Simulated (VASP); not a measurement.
Input:

```
LiTaO3
1.0
    2.57160     1.48472     4.59431
   -2.57160     1.48472     4.59431
    0.00000    -2.96943     4.59431
Li Ta O
2 2 6
Direct
  0.71720   0.71720   0.71720
  0.21720   0.21720   0.21720
  0.00139   0.00139   0.00139
  0.50139   0.50139   0.50139
  0.77503   0.38318   0.13501
  0.13501   0.77503   0.38318
  0.38318   0.13501   0.77503
  0.63501   0.88318   0.27503
  0.88318   0.27503   0.63501
  0.27503   0.63501   0.88318
```

Computed with PBEsol GGA, VASP's PBE PAW potentials (set 64) (plane waves; VASP 6.6.1). Settings: 520 eV cut-off, 7×7×7 Γ-centred mesh, Gaussian smearing of 0.010 eV, potentials Li_sv Ta_pv O.

The job: LiTaO3 (space group R3c), 10 atoms, PBEsol, optics run with many empty bands, 520 eV, 7×7×7 Γ-centred mesh. Roughly how much core time does it take on a busy server core?

About 20 core-minutes (one run on a shared machine, a rough figure). It had 44 irreducible k-points, 114 bands, up to 2873 plane waves and 16 electronic steps.

The structure comes from a computed database's LiTaO3 entry (R3c); how it stands against other phases isn't given here. It was relaxed first.
